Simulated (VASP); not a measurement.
A run of VASP 6.6.1 is set up as follows.

INCAR

```
ALGO     = Normal         # electronic algorithm
EDIFF    = 1E-6           # SCF threshold, eV
ENCUT    = 520            # plane-wave cutoff, eV
GGA      = PE             # functional
ISIF     = 2              # what is computed and relaxed
ISMEAR   = 0              # smearing method
LASPH    = True           # aspherical terms in the spheres
LCHARG   = True           # write CHGCAR
LELF     = True           # ELF
LREAL    = False          # projectors in reciprocal space
LWAVE    = False          # write WAVECAR
NELM     = 80             # most SCF steps
PREC     = Accurate       # precision mode
SIGMA    = 0.01           # smearing width, eV
```

The input KPOINTS:

```
k-points
0
Gamma
  1 1 1
```

Contents of POSCAR:

```
SiH2Cl2
1.0
   12.0000000000      0.0000000000      0.0000000000
    0.0000000000     12.0000000000      0.0000000000
    0.0000000000      0.0000000000     12.0000000000
Cl Si H
2 1 2
Direct
    0.3997250000      0.4758583300      0.6250541700
    0.4194666700      0.6083750000      0.3806125000
    0.4974666700      0.5026666700      0.4885375000
    0.5154000000      0.3951250000      0.4316791700
    0.6024416700      0.5550250000      0.5253958300
```

Potentials or basis: VASP PAW PBE potentials, release 64 (Cl, Si, H).

Command:

```sh
$ cat potpaw_PBE.64/Cl/POTCAR potpaw_PBE.64/Si/POTCAR potpaw_PBE.64/H/POTCAR > POTCAR
$ mpirun -np 1 vasp_gam > vasp.out
```

**Question.** Predict the gap between the frontier levels.

**Answer.** 6.60 eV.

**Question.** Predict the largest force.

**Answer.** 0.231 eV/Å.

Forces in eV/Å, atoms in the order of the input:
```
Cl  -0.123 -0.044  0.188
Cl  -0.096  0.143 -0.154
Si   0.070 -0.032 -0.010
H    0.023 -0.127 -0.067
H    0.125  0.060  0.043
```

A hybrid or GW would open this gap; PBE tends to underestimate it.
